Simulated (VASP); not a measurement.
## Cd₄TeSe₃ (space group Pmm2): computed properties

All values below come from r2SCAN meta-GGA, VASP's PBE PAW potentials (set 64) (plane waves; VASP).

```json
{
 "space_group": "Pmm2 (25)",
 "cell": "a = 4.4159 Å, b = 8.8279 Å, c = 6.2049 Å, α = 90.00°, β = 90.00°, γ = 90.00°",
 "volume_per_atom": "30.24 Å³/atom",
 "band gap (over mesh and band path)": "0.85 eV",
 "smallest direct gap (over mesh and band path)": "0.85 eV",
 "band_edge_character": "direct, Γ to Γ",
 "density": "5.59 g/cm³"
}
```

```
Cd4Se3Te
1.0
    4.41588     0.00000     0.00000
    0.00000     8.82792     0.00000
    0.00000     0.00000     6.20485
Cd Te Se
4 1 3
Direct
  0.00000   0.23766   0.00903
  0.00000   0.76234   0.00903
  0.50000   0.00000   0.50756
  0.50000   0.50000   0.47392
  0.00000   0.50000   0.75187
  0.50000   0.24217   0.25025
  0.50000   0.75783   0.25025
  0.00000   0.00000   0.74811
```

Unless said otherwise, spin-orbit coupling is left out, though it shifts the bands of the heavy elements here.

The structure comes from a computed database's Cd4TeSe3 entry (Pmm2); how it stands against other phases isn't given here. It was relaxed first. Symmetry was kept, so distortions that lower it aren't found.
